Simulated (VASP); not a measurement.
A run of VASP 6.6.1 is set up as follows.

The input INCAR:

```
SYSTEM = Sr3B2C
  PREC = Accurate
  ENCUT = 600
  EDIFF = 1E-7
  ISMEAR = -5
  SIGMA = 0.05
  LREAL = .FALSE.
  LASPH = .TRUE.
  NELM = 80
  ALGO = Normal
  ISIF = 3
  LWAVE = .FALSE.
  LCHARG = .FALSE.
  MAGMOM = 0 0 0 0 0 0 0 0 0 0 0 0 0 0 0 0 0 0
  LORBIT = 11
  LSORBIT = .TRUE.
  GGA_COMPAT = .FALSE.
  GGA = OR
  LUSE_VDW = .TRUE.
  AGGAC = 0.0
  IBRION = 2
  NSW = 40
  EDIFFG = -0.01
```

The input KPOINTS:

```
regular mesh
0
Monkhorst
  3 3 5
  0 0 0
```

File POSCAR:

```
Sr3B2C
1.0
    7.2599768263      0.0000000000      0.0000000000
   -3.6299835502      6.2873199189      0.0000000000
    0.0000000000      0.0000000000      3.5010863531
Sr B C
3 2 1
Direct
    0.5000000000      0.0000000000      0.5000000000
    0.5000000000      0.5000000000      0.5000000000
    0.0000000000      0.5000000000      0.5000000000
    0.3333300000      0.6666700000      0.0000000000
    0.6666700000      0.3333300000      0.0000000000
    0.0000000000      0.0000000000      0.0000000000
```

Potentials or basis: VASP PAW PBE potentials, release 64 (Sr_sv, B, C).

Command:

```sh
$ cat potpaw_PBE.64/Sr_sv/POTCAR potpaw_PBE.64/B/POTCAR potpaw_PBE.64/C/POTCAR > POTCAR
$ mpirun -np 1 vasp_ncl > vasp.out
```

Problem. Estimate the relaxed cell.

Solution. a = 7.513 Å, b = 7.513 Å, c = 3.559 Å, α = 90.00°, β = 90.00°, γ = 119.99°.

Problem. Estimate the space group after relaxing (to 0.05 Å).

Solution. P6/mmm (No. 191).

Problem. Estimate the relaxed volume.

Solution. 29.00 Å³/atom.

The path:
```
step  energy change (eV)  largest force (eV/Å)  pressure (GPa)  volume (Å³)
   1              0.0000                0.0003            2.60       159.81
   2             -0.0988                0.0002            0.59       170.03
   3             -0.1056                0.0001           -0.04       173.96
   4             -0.1056                0.0001            0.00       173.67
   5             -0.1066                0.0000            0.00       173.75
   6             -0.1080                0.0003            0.01       174.00
```

Caveat: the PAW data sets were made with another functional, which shifts forces and pressure a little.
